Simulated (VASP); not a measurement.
**BaTiO3: GW quasiparticle gap**

How does the gap of BaTiO3 change from the starting functional to GW? The cell has space group P4mm. The start is a cell from a database of measured crystal structures.

Main program and level: VASP 6.6.1; LDA, no spin polarisation; plane waves and PAW (Ba_sv, Ti_sv, O), in the first sound run; inputs show where later runs differ.

Report form: the programs' logs are mostly left out.

The database entry behind the starting cell differs from later determinations by our own check (c/a about 0.6 % short), so it need not match the best structure at ambient conditions.

## Step 1: The structure

The structure is tetragonal, space group P4mm (No. 99). The conventional cell has a = 4.000 Å, b = 4.000 Å, c = 4.018 Å, α = 90.00°, β = 90.00°, γ = 90.00°. Nearest to Ba lie 12 O at 2.79 to 2.88 Å. Nearest to Ti lie 6 O at 1.89 to 2.13 Å. O has 2 Ti at 2.00 Å and 4 Ba at 2.79 to 2.88 Å nearest. Nearest to O lie 2 Ti at 1.89 to 2.13 Å and 4 Ba at 2.83 Å. Farther neighbours and most contacts between anions are not listed.

Structure file:

```xyz
5
Lattice="3.9998 0.0000 0.0000 0.0000 3.9998 0.0000 0.0000 0.0000 4.0180" Properties=species:S:1:pos:R:3 pbc="T T T"
Ba    0.0000    0.0000    0.0000
Ti    1.9999    1.9999    1.9688
O     0.0000    1.9999    2.0773
O     1.9999    0.0000    2.0773
O     1.9999    1.9999    0.0763
```

## Step 2: Relaxation

The atoms are relaxed first inside the given cell, which is kept (ISIF = 2), since band edges depend on the positions.

INCAR

```
SYSTEM = BaTiO3
PREC = Accurate
ENCUT = 520
EDIFF = 1E-06
NELM = 100
ISMEAR = 0
SIGMA = 0.05
LREAL = .FALSE.
ALGO = Normal
GGA = CA
NBANDS = 26
LWAVE = .FALSE.
LCHARG = .FALSE.
KPAR = 4
IBRION = 2
NSW = 60
ISIF = 2
EDIFFG = -0.01
```

POSCAR

```
BaTiO3
1.0
    3.9998000000      0.0000000000      0.0000000000
    0.0000000000      3.9998000000      0.0000000000
    0.0000000000      0.0000000000      4.0180000000
Ba Ti O
1 1 3
Direct
    0.0000000000      0.0000000000      0.0000000000
    0.5000000000      0.5000000000      0.4900000000
    0.0000000000      0.5000000000      0.5170000000
    0.5000000000      0.0000000000      0.5170000000
    0.5000000000      0.5000000000      0.0190000000
```

KPOINTS

```
Automatic mesh
0
Gamma
5 5 5
0 0 0
```

The projector-augmented-wave data sets are Ba_sv, Ti_sv and O (PBE family, release 64).

Command:

```console
$ mpirun -np 4 vasp_std
```

It took 22 s on 4 MPI ranks of Intel Xeon Platinum 8488C (Sapphire Rapids), shared host; peak memory 0.71 GiB; 84 s of CPU time.

Harder data sets than Ba_sv exist (the GW ones), and pressures, volumes and forces can shift noticeably with them. The PAW data sets were made with PBE, though LDA sets exist; this is a small mismatch. The run keeps the 8 symmetry operations of its start, so it cannot find a distortion of lower symmetry.

Step by step:

| step | energy less that of the first step (eV) | largest force (eV/Å) |
| --- | --- | --- |
| 1 | 0.0000 | 0.3693 |
| 2 | -0.0070 | 0.1650 |
| 3 | -0.0084 | 0.0557 |
| 4 | -0.0084 | 0.0590 |
| 5 | -0.0087 | 0.0186 |
| 6 | -0.0087 | 0.0219 |
| 7 | -0.0087 | 0.0128 |
| 8 | -0.0087 | 0.0100 |

The atoms that moved most (Å):

| atom | dx | dy | dz | length |
| --- | --- | --- | --- | --- |
| O5 | 0.000 | 0.000 | 0.030 | 0.030 |
| Ti2 | 0.000 | 0.000 | -0.019 | 0.019 |
| O3 | 0.000 | 0.000 | -0.005 | 0.005 |
| O4 | 0.000 | 0.000 | -0.005 | 0.005 |

The relaxed structure:

```cif
data_structure
_symmetry_space_group_name_H-M 'P 1'
_symmetry_Int_Tables_number 1
_cell_length_a 3.9998
_cell_length_b 3.9998
_cell_length_c 4.0180
_cell_angle_alpha 90.000
_cell_angle_beta 90.000
_cell_angle_gamma 90.000
_cell_volume 64.28
loop_
_atom_site_label
_atom_site_type_symbol
_atom_site_fract_x
_atom_site_fract_y
_atom_site_fract_z
_atom_site_occupancy
Ba1 Ba 0.00000 0.00000 0.99993 1
Ti2 Ti 0.50000 0.50000 0.48528 1
O3 O 0.00000 0.50000 0.51570 1
O4 O 0.50000 0.00000 0.51570 1
O5 O 0.50000 0.50000 0.02640 1
```

This step gave:

| Item | Value |
| --- | --- |
| free energy (TOTEN) | -44.28 eV |
| Fermi energy | 3.687 eV |
| pressure | -5.529 GPa |

At LDA, with these data sets, the largest force is down to 0.0100 eV/Å.

## Step 3: Ground state

This step: LDA, no spin polarisation; plane waves and PAW (Ba_sv_GW, Ti_sv_GW, O_GW) (VASP 6.6.1).

The orbitals come from a self-consistent LDA run with a tight EDIFF and a narrow smearing. KPOINTS_OPT adds the bands along a path, which shows whether the mesh holds the band edges.

INCAR

```
SYSTEM = BaTiO3
PREC = Accurate
ENCUT = 440
EDIFF = 1E-08
NELM = 100
ISMEAR = 0
SIGMA = 0.01
LREAL = .FALSE.
ALGO = Normal
GGA = CA
NBANDS = 26
LORBIT = 11
LWAVE = .TRUE.
LCHARG = .FALSE.
KPAR = 4
```

POSCAR

```
BaTiO3
1.0
    3.9998000000      0.0000000000      0.0000000000
    0.0000000000      3.9998000000      0.0000000000
    0.0000000000      0.0000000000      4.0180000000
Ba Ti O
1 1 3
Direct
    0.0000000000      0.0000000000      0.9999260613
    0.5000000000      0.5000000000      0.4852818937
    0.0000000000      0.5000000000      0.5156951533
    0.5000000000      0.0000000000      0.5156951533
    0.5000000000      0.5000000000      0.0264017385
```

KPOINTS

```
Automatic mesh
0
Gamma
4 4 4
0 0 0
```

KPOINTS_OPT

```
Line mode
12
Line-mode
Reciprocal
  0.00000000   0.00000000   0.00000000 GAMMA
  0.00000000   0.50000000   0.00000000 X

  0.00000000   0.50000000   0.00000000 X
  0.50000000   0.50000000   0.00000000 M

  0.50000000   0.50000000   0.00000000 M
  0.00000000   0.00000000   0.00000000 GAMMA

  0.00000000   0.00000000   0.00000000 GAMMA
  0.00000000   0.00000000   0.50000000 Z

  0.00000000   0.00000000   0.50000000 Z
  0.00000000   0.50000000   0.50000000 R

  0.00000000   0.50000000   0.50000000 R
  0.50000000   0.50000000   0.50000000 A

  0.50000000   0.50000000   0.50000000 A
  0.00000000   0.00000000   0.50000000 Z

  0.00000000   0.50000000   0.00000000 X
  0.00000000   0.50000000   0.50000000 R

  0.50000000   0.50000000   0.00000000 M
  0.50000000   0.50000000   0.50000000 A
```

PAW data sets: Ba_sv_GW, Ti_sv_GW and O_GW (LDA family, release 64).

Command:

```console
$ mpirun -np 4 vasp_std
```

It took 32 s on 4 MPI ranks; peak memory 0.75 GiB.

Numbers from this step:

```
free energy (TOTEN)               : -49.47 eV
Fermi energy                      : 5.281 eV
pressure                          : -10.31 GPa
least gap on mesh and path        : 1.757 eV
least direct gap on mesh and path : 2.083 eV
```

The highest empty bands on the path are converged less tightly, to about 0.1 eV. The electronic bands at the labelled points (eV, zero at the valence-band top; v1 is the highest filled band, c1 the lowest empty one):

| point | v4 | v3 | v2 | v1 | c1 | c2 | c3 | c4 |
| --- | --- | --- | --- | --- | --- | --- | --- | --- |
| Γ | -1.19 | -0.37 | -0.33 | -0.33 | 1.76 | 2.10 | 2.10 | 4.10 |
| 0.55 of the way | -1.59 | -1.32 | -0.80 | -0.66 | 2.15 | 2.85 | 2.88 | 4.23 |
| X | -1.84 | -1.68 | -1.05 | -0.90 | 2.20 | 3.51 | 3.58 | 4.21 |
| 0.45 of the way | -1.62 | -1.55 | -1.04 | -0.58 | 2.72 | 3.58 | 3.63 | 4.72 |
| M | -1.79 | -1.02 | -1.02 | -0.05 | 3.61 | 3.61 | 3.97 | 4.77 |
| 0.45 of the way | -1.89 | -1.15 | -1.00 | -0.44 | 2.79 | 3.02 | 3.22 | 4.77 |
| Γ | -1.19 | -0.37 | -0.33 | -0.33 | 1.76 | 2.10 | 2.10 | 4.11 |
| 0.45 of the way | -1.56 | -1.18 | -0.49 | -0.49 | 1.81 | 2.80 | 2.80 | 4.10 |
| Z | -1.96 | -1.93 | -0.68 | -0.68 | 1.89 | 3.63 | 3.63 | 4.10 |
| 0.55 of the way | -1.35 | -1.34 | -1.07 | -0.54 | 2.90 | 3.65 | 3.71 | 4.80 |
| R | -1.73 | -0.88 | -0.86 | -0.19 | 3.55 | 3.66 | 3.98 | 4.94 |
| 0.55 of the way | -2.44 | -0.53 | -0.45 | -0.16 | 3.89 | 3.93 | 4.12 | 6.37 |
| A | -2.36 | -0.14 | -0.14 | 0.00 | 4.20 | 4.23 | 4.23 | 6.48 |
| 0.55 of the way | -2.04 | -0.95 | -0.75 | -0.74 | 3.14 | 3.72 | 3.76 | 5.74 |
| Z | -1.96 | -1.93 | -0.68 | -0.68 | 1.89 | 3.63 | 3.63 | 4.10 |
| jump to X | -1.84 | -1.68 | -1.05 | -0.90 | 2.20 | 3.51 | 3.58 | 4.21 |
| 0.55 of the way | -1.49 | -1.32 | -1.15 | -0.52 | 3.06 | 3.54 | 3.72 | 4.83 |
| R | -1.73 | -0.88 | -0.86 | -0.19 | 3.55 | 3.66 | 3.98 | 4.94 |
| jump to M | -1.79 | -1.02 | -1.02 | -0.05 | 3.61 | 3.61 | 3.97 | 4.77 |
| 0.45 of the way | -2.57 | -0.73 | -0.73 | -0.03 | 3.85 | 3.85 | 4.07 | 5.93 |
| A | -2.36 | -0.14 | -0.14 | 0.00 | 4.20 | 4.23 | 4.23 | 6.48 |

Of the projections kept (Ba, Ti, O), the largest for each band there; the rest of the weight can lie on other orbitals:

| point | v4 | v3 | v2 | v1 | c1 | c2 | c3 | c4 |
| --- | --- | --- | --- | --- | --- | --- | --- | --- |
| Γ | O 0.95 | O 0.88 | O 0.89 | O 0.89 | Ti 0.96 | Ti 0.86 | Ti 0.86 | Ti 0.94 |
| X | O 0.71 | O 0.76 | O 0.86 | O 0.89 | Ti 0.90 | Ti 0.79 | Ti 0.79 | Ti 0.92 |
| M | O 0.86 | O 0.87 | O 0.87 | O 0.97 | Ti 0.81 | Ti 0.81 | Ti 0.85 | Ti 0.88 |
| Γ | O 0.95 | O 0.88 | O 0.89 | O 0.89 | Ti 0.96 | Ti 0.86 | Ti 0.86 | Ti 0.93 |
| Z | O 0.86 | O 0.77 | O 0.94 | O 0.94 | Ti 0.99 | Ti 0.79 | Ti 0.79 | Ti 0.94 |
| R | O 0.88 | O 0.87 | O 0.87 | O 0.97 | Ti 0.81 | Ti 0.81 | Ti 0.85 | Ti 0.87 |

The cell has a gap of 1.76 eV on mesh and path and a pressure of -10.3 GPa, which holds the misfit of the given cell and coordinates with this functional, and any error of cutoff, mesh and data sets. Spin-orbit coupling is left out, which can shift or reorder these edges. Forces of up to 0.13 eV/Å remain in these settings.

## Step 4: Empty bands

The next step needs empty bands that the ground-state run didn't converge, so the Hamiltonian is diagonalised exactly for NBANDS bands, in a single step. LOPTICS writes the k-derivatives of the orbitals (WAVEDER), which give the long-wavelength limit of the screening.

INCAR

```
SYSTEM = BaTiO3
PREC = Accurate
ENCUT = 440
ISMEAR = 0
SIGMA = 0.01
LREAL = .FALSE.
GGA = CA
NBANDS = 356
ALGO = Exact
NELM = 1
LWAVE = .TRUE.
LCHARG = .FALSE.
LOPTICS = .TRUE.
NEDOS = 1000
CSHIFT = 0.1
```

POSCAR is that of step 3.

KPOINTS is that of step 3.

Command:

```console
$ mpirun -np 4 vasp_std
```

Elapsed: 27 s, on 4 MPI ranks; peak memory 1.5 GiB.

The gap is read on the k-mesh alone, so it is an upper bound where the band edges lie off the mesh.

A gap read on the k-mesh alone can miss the band edges.

Numbers from this step:

| Property | Result |
| --- | --- |
| gap on the k-mesh | 1.758 eV |
| least direct gap on the k-mesh | 2.083 eV |

WAVECAR now holds 356 bands for 40 electrons. Its independent-particle dielectric tensor has xx, yy, zz = 6.9, 6.9, 6.6 on this mesh, which isn't tested for convergence in mesh or bands and lacks local fields.

## Step 5: evGW0

This step: evGW0 on LDA, no spin polarisation; plane waves and PAW (Ba_sv_GW, Ti_sv_GW, O_GW) (VASP 6.6.1).

The lowest NBANDSGW levels in G are updated for four passes while W stays fixed, so the result depends less on the starting levels.

INCAR

```
SYSTEM = BaTiO3
PREC = Accurate
ENCUT = 440
ISMEAR = 0
SIGMA = 0.01
LREAL = .FALSE.
GGA = CA
NBANDS = 356
ALGO = EVGW0
NELMGW = 4
ENCUTGW = 180
NOMEGA = 48
PRECFOCK = Fast
NBANDSGW = 28
LWAVE = .FALSE.
LCHARG = .FALSE.
```

POSCAR is that of step 4.

KPOINTS is that of step 4.

Command:

```console
$ mpirun -np 4 vasp_std
```

Wall time 54 min (4 MPI ranks); peak memory 2 GiB; 3.6 h of CPU time.

Numbers from this step:

```
quasiparticle gap on the mesh                 : 4.100 eV
smallest direct quasiparticle gap on the mesh : 4.383 eV
gap of the starting orbitals on the mesh      : 1.758 eV
```

QP gap by iteration, by row:

| iteration | gap (eV) | direct gap (eV) |
| --- | --- | --- |
| 1 | 3.606 | 3.909 |
| 2 | 3.995 | 4.283 |
| 3 | 4.081 | 4.365 |
| 4 | 4.1 | 4.383 |

GW takes the gap from 1.758 to 4.100 eV. The last pass still moved it by +19 meV. Spin-orbit coupling is left out. The value holds for 356 bands, ENCUTGW = 180 eV and this mesh, and isn't shown to be converged in them. VASP warns that the automatic setting of its frequency mesh failed and advises more k points, so the value is in doubt.

## Step 6: evGW

This step: evGW on LDA, no spin polarisation; plane waves and PAW (Ba_sv_GW, Ti_sv_GW, O_GW) (VASP 6.6.1).

The levels are updated in both G and W; wider gaps weaken the screening and open the gap further.

INCAR, as its differences from that of step 5:

```diff
@@ -8,3 +8,3 @@
 NBANDS = 356
-ALGO = EVGW0
+ALGO = EVGW
 NELMGW = 4
```

POSCAR is that of step 5.

KPOINTS is that of step 5.

Command:

```console
$ mpirun -np 4 vasp_std
```

Run time: 23 min. Hardware: 4 MPI ranks.

The run was cut off at its time limit.

More ranks or a longer limit would be the way on.

## Step 7: What came out

| Item | Value |
| --- | --- |
| evGW0 on LDA, 356 bands, ENCUTGW 180 eV, NOMEGA 48, mesh 4×4×4 | 1.758 → 4.100 eV |

evGW0 gives a quasiparticle gap of 4.100 eV on the mesh, 2.34 eV over the LDA gap on the same mesh. On mesh and path the starting valence top lies at (0.5, 0.5, 0.5) and the conduction bottom at Γ, so the starting gap is indirect. Both points lie on the GW mesh. In evGW0 the first pass, which is the one-shot result, gives 3.606 eV and pass 4 gives 4.100 eV; the last pass changed the gap by +19 meV, so more passes would move it further. Bands, response cutoff and mesh weren't tested for convergence. The evGW run ended without a result (timeout). Spin-orbit coupling is left out; with Ba in the cell it can split or shift band edges, by an amount that depends on which atoms form them and isn't tested here. The given cell is kept, although it stands at -10.3 GPa at LDA and ENCUT = 440 eV, which holds the mismatch of the given cell with this functional and any basis-set error; the relaxation of the atoms, at LDA and ENCUT = 520 eV, gave -5.5 GPa. VASP warned that the automatic setting of its frequency mesh failed, and advised more k points, in all GW runs. Those values are in doubt. Not tabulated here, as repeats of values shown or as unfit to read for their mesh, reference level or band range: gaps (relaxation); eps2 curves (empty bands); eps1 curves and static values (empty bands).

[Lines on the potential files, build, host, timing and source positions are cut from VASP's logs without a mark.]

[Logs are printed without paths, hosts, clocks, repeated set-up lines and the standing remarks that a program may print on its own settings, such as how far it seeks lower states.]

[Hosts, paths, dates, database ids (printed as entryN), source tags and the programs' standing remarks are cut or masked in the printed files.]

[Pressures printed for these runs are not shown converged in the cutoff: they can be off by several GPa and have the wrong sign.]
